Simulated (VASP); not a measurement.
These are PBE GGA, VASP's PBE PAW potentials (set 64) (plane waves; VASP 6.6.1) values and carry that method's errors.

VASP input:

**POSCAR**
```
ZnSe
1
    0.0000000000     2.8350000000     2.8350000000
    2.8350000000     0.0000000000     2.8350000000
    2.8350000000     2.8350000000     0.0000000000
Zn Se
1 1
Direct
  0.0000000000   0.0000000000   0.0000000000
  0.2500000000   0.2500000000   0.2500000000
```

KPOINTS:
```
Automatic mesh
0
Monkhorst-Pack
3 3 3
0 0 0
```

INCAR:
```
SYSTEM = ZnSe
PREC = Accurate; ENCUT = 400; LREAL = .False.
LASPH = .True.
EDIFF = 1E-6; NELM = 100; ALGO = Normal
LMAXMIX = 4
ISMEAR = 0; SIGMA = 0.05
GGA = PE
ISIF = 2
LWAVE = .False.; LCHARG = .False.
```

POTCAR, in this order: Zn Se (PBE.64 set). Program: vasp_std.

The resulting files:

**OSZICAR**
```
       N       E                     dE             d eps       ncg     rms          rms(c)
DAV:   1     0.745812878781E+02    0.74581E+02   -0.78306E+03   104   0.129E+03
DAV:   2    -0.137992412168E+01   -0.75961E+02   -0.72699E+02   109   0.240E+02
DAV:   3    -0.603925097619E+01   -0.46593E+01   -0.46402E+01   129   0.610E+01
DAV:   4    -0.608316520257E+01   -0.43914E-01   -0.43911E-01   114   0.652E+00
DAV:   5    -0.608339592991E+01   -0.23073E-03   -0.23073E-03   119   0.447E-01    0.507E+00
DAV:   6    -0.576073989469E+01    0.32266E+00   -0.75207E-01   148   0.304E+01    0.385E+00
DAV:   7    -0.573675340104E+01    0.23986E-01   -0.22827E-01   114   0.454E+00    0.159E+00
DAV:   8    -0.573807546172E+01   -0.13221E-02   -0.61992E-03   124   0.722E-01    0.516E-01
DAV:   9    -0.573873678599E+01   -0.66132E-03   -0.14415E-03   109   0.319E-01    0.819E-02
DAV:  10    -0.573886791510E+01   -0.13113E-03   -0.16419E-04   137   0.119E-01    0.209E-02
DAV:  11    -0.573889630500E+01   -0.28390E-04   -0.48806E-05   109   0.615E-02    0.678E-03
DAV:  12    -0.573889805475E+01   -0.17498E-05   -0.36759E-06   124   0.224E-02    0.530E-03
DAV:  13    -0.573889804870E+01    0.60527E-08   -0.68911E-07    87   0.106E-02
   1 F= -.57388980E+01 E0= -.57388980E+01  d E =-.218018E-11
```

### OUTCAR
```
------------------------ aborting loop because EDIFF is reached ----------------------------------------
  FORCE on cell =-STRESS in cart. coord.  units (eV):
  Direction    XX          YY          ZZ          XY          YZ          ZX
  --------------------------------------------------------------------------------------
  Total        0.9525928      0.9525928      0.9525928      0.0000000      0.0000000     -0.0000000
  in kB       33.4910445     33.4910445     33.4910445      0.0000000      0.0000000     -0.0000000
  external PRESSURE =      33.4910445 kB  Pullay stress =       0.0000000 kB
  volume of cell :       45.57
      direct lattice vectors                 reciprocal lattice vectors
     0.000000000  2.835000000  2.835000000    -0.176366843  0.176366843  0.176366843
     2.835000000  0.000000000  2.835000000     0.176366843 -0.176366843  0.176366843
     2.835000000  2.835000000  0.000000000     0.176366843  0.176366843 -0.176366843
  FREE ENERGIE OF THE ION-ELECTRON SYSTEM (eV)
  ---------------------------------------------------
  free  energy   TOTEN  =        -5.7388980487 eV

  energy  without entropy=       -5.7388980487  energy(sigma->0) =       -5.73889805
```
(Selected blocks of OUTCAR.)

The compound is ZnSe in the zinc blende structure. The cell was not relaxed at this level. The k-mesh is coarse (spacing up to 0.64 per Å, 2π included), so the numbers may not be converged in it. The run is one of a series of settings (KPOINTS 3×3×3 Monkhorst-Pack mesh against the base run), some of them coarse on purpose.
